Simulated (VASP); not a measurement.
VASP ran on this input.

### INCAR
```
! general
SYSTEM   =  Co
PREC     =  Accurate
ENCUT    =  480
LREAL    =  .False.
LASPH    =  .True.   ! aspherical one-centre terms

! electronic loop
EDIFF    =  1E-6   ! SCF stop (eV)
NELM     =  100   ! most electronic steps
ALGO     =  Normal
LMAXMIX  =  4   ! l cut-off of mixed one-centre charges

! smearing
ISMEAR   =  1   ! Methfessel-Paxton
SIGMA    =  0.1

! functional
GGA      =  PE   ! PBE

! spin
ISPIN    =  2
MAGMOM   =  1.6 1.6

! ions
IBRION   =  2
NSW      =  60   ! most ionic steps
ISIF     =  3   ! ions, shape and volume
EDIFFG   =  -0.01

! output
LWAVE    =  .False.
LCHARG   =  .False.
LORBIT   =  10
```

POSCAR:
```
Co
1
    2.4922663284    -0.0000000000     0.0000000000
   -1.2461331642     2.1583661849    -0.0000000000
    0.0000000000    -0.0000000000     4.0282941794
Co
2
Direct
  0.6666670000   0.3333330000   0.7500000000
  0.3333330000   0.6666670000   0.2500000000
```

**KPOINTS**
```
kpoints
0
Gamma
 15 15 8
0 0 0
```

POTCAR, in this order: Co (PBE.64 set). Program: vasp_std.

Q: Translate this PBE calculation to Quantum ESPRESSO's pw.x.

A: One equivalent input (not run):
```
&CONTROL
  calculation = 'vc-relax'
  pseudo_dir = './pseudo'
  outdir = './out'
  tprnfor = .true.
  tstress = .true.
  nstep = 60
  forc_conv_thr = 0.00039
/
&SYSTEM
  ibrav = 0
  nat = 2
  ntyp = 1
  ecutwfc = 96
  occupations = 'smearing'
  smearing = 'methfessel-paxton'
  degauss = 0.00735
  input_dft = 'pbe'
  nspin = 2
  starting_magnetization(1) = 0.16
/
&ELECTRONS
  conv_thr = 7.3e-08
  electron_maxstep = 100
/
&IONS
/
&CELL
/
ATOMIC_SPECIES
  Co 58.933 Co.upf
CELL_PARAMETERS angstrom
     2.4922663   -0.0000000    0.0000000
    -1.2461332    2.1583662   -0.0000000
     0.0000000   -0.0000000    4.0282942
ATOMIC_POSITIONS crystal
  Co   0.6666670  0.3333330  0.7500000
  Co   0.3333330  0.6666670  0.2500000
K_POINTS automatic
  15 15 8 0 0 0
```
The two are equivalent in intent, not identical: the potentials are each code's own (VASP's PAW set, PseudoDojo norm-conserving files in pw.x), so ENCUT and ecutwfc are chosen apart and not converted; conv_thr bounds pw.x's estimated SCF error, while EDIFF bounds the energy change between steps; starting_magnetization is a fraction of the valence charge and MAGMOM a moment in μB, so they match only roughly; forc_conv_thr acts on force components and is met together with etot_conv_thr.

The compound is Co in the hcp structure. It was relaxed first. The start is the result of an earlier pass.
